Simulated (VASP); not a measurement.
A convergence study with VASP on Ir (fcc): one setting is varied, all else stays as given below, so the limit is that of these other settings. Each run relaxes cell and ions from the cell shown.

```xyz
1
Lattice="0.0000 1.9200 1.9200 1.9200 0.0000 1.9200 1.9200 1.9200 0.0000" Properties=species:S:1:pos:R:3 pbc="T T T"
Ir     0.0000     0.0000     0.0000
```

The numbers are results of PBEsol GGA, VASP's PBE PAW potentials (set 64) (plane waves; VASP 6.6.1), not measurements. The tightest run used: 550 eV cut-off, 21×21×21 Γ-centred mesh, first-order Methfessel-Paxton smearing of 0.10 eV, potentials Ir.

Q: The settings run are 2×2×2 mesh; 3×3×3 mesh; 4×4×4 mesh; 5×5×5 mesh; 6×6×6 mesh; 7×7×7 mesh; 8×8×8 mesh; 9×9×9 mesh; 10×10×10 mesh; 11×11×11 mesh; 12×12×12 mesh; 13×13×13 mesh; 15×15×15 mesh; 16×16×16 mesh; 17×17×17 mesh; 18×18×18 mesh; 19×19×19 mesh; 20×20×20 mesh; 21×21×21 mesh. From which on does the relaxed volume stay within 0.1 Å³/atom of the tightest run?

A: From 6×6×6 mesh on: it is off by 0.028 there and by no more than 0.1 in any finer run, while 5×5×5 mesh is off by 0.157.
| setting | relaxed volume (Å³/atom) | E (eV/atom) | irreducible k-points | difference judged (Å³/atom) |
|---|---|---|---|---|
| 2×2×2 mesh | 17.147 | -5.5087 | 3 | 3.062 |
| 3×3×3 mesh | 15.018 | -8.5653 | 4 | 0.932 |
| 4×4×4 mesh | 13.727 | -10.3314 | 8 | 0.359 |
| 5×5×5 mesh | 14.243 | -9.5682 | 10 | 0.157 |
| 6×6×6 mesh | 14.114 | -9.7551 | 16 | 0.028 |
| 7×7×7 mesh | 14.044 | -9.8958 | 20 | 0.041 |
| 8×8×8 mesh | 14.136 | -9.7418 | 29 | 0.050 |
| 9×9×9 mesh | 14.066 | -9.8427 | 35 | 0.020 |
| 10×10×10 mesh | 14.087 | -9.8231 | 47 | 0.001 |
| 11×11×11 mesh | 14.102 | -9.7901 | 56 | 0.017 |
| 12×12×12 mesh | 14.070 | -9.8387 | 72 | 0.016 |
| 13×13×13 mesh | 14.094 | -9.8108 | 84 | 0.008 |
| 15×15×15 mesh | 14.081 | -9.8249 | 120 | 0.005 |
| 16×16×16 mesh | 14.095 | -9.8094 | 145 | 0.009 |
| 17×17×17 mesh | 14.082 | -9.8208 | 165 | 0.003 |
| 18×18×18 mesh | 14.084 | -9.8209 | 195 | 0.002 |
| 19×19×19 mesh | 14.091 | -9.8117 | 220 | 0.005 |
| 20×20×20 mesh | 14.081 | -9.8249 | 256 | 0.005 |
| 21×21×21 mesh | 14.086 | -9.8193 | 286 | 0.000 |

Left out are rungs that failed or repeat a setting and relaxations that didn't move; long series are thinned to 24 rows.

The compound is Ir in the fcc structure.
